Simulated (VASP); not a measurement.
Crystal: Bi.

```xyz
2
Lattice="2.2675 1.3091 3.9380 -2.2675 1.3091 3.9380 0.0000 -2.6183 3.9380" Properties=species:S:1:pos:R:3 pbc="T T T"
Bi    0.0000    0.0000    2.7645
Bi    0.0000    0.0000    9.0495
```

```yaml
Program: VASP 6.6.1
Task: relaxation of cell and atoms
Functional: PBE
Potentials_or_basis: VASP PAW PBE potentials, release 64 (Bi_d)
Cutoff: 600 eV
k_mesh: 12 × 12 × 10
Occupations: methfessel-paxton, width 0.1 eV
Spin: no spin polarisation
```

At the start: pressure 2.2 GPa; volume 35.07 Å³/atom.

**Question.** How do energy, volume and symmetry change on relaxing?

**Answer.** Over 10 steps the energy falls by 11.7 meV/atom and the volume is 36.86 Å³/atom (+5.1 %); space group R-3m (No. 166, to 0.05 Å).

Step by step:
```csv
step,energy change (eV),largest force (eV/Å),pressure (GPa),volume (Å³)
1,0.0000,0.2279,2.21,70.14
2,-0.0143,0.1535,-1.14,75.17
3,-0.0220,0.0185,0.01,73.23
4,-0.0220,0.0252,-0.03,73.29
5,-0.0224,0.0274,-0.02,73.34
6,-0.0230,0.0373,-0.04,73.50
7,-0.0231,0.0408,-0.02,73.55
8,-0.0232,0.0100,0.06,73.49
9,-0.0232,0.0051,0.09,73.48
10,-0.0233,0.0003,0.00,73.73
```

Final structure:
```xyz
2
Lattice="2.2901 1.3222 4.0581 -2.2901 1.3222 4.0581 0.0000 -2.6444 4.0581" Properties=species:S:1:pos:R:3 pbc="T T T"
Bi    0.0000    0.0000    2.8450
Bi    0.0000    0.0000    9.3293
```
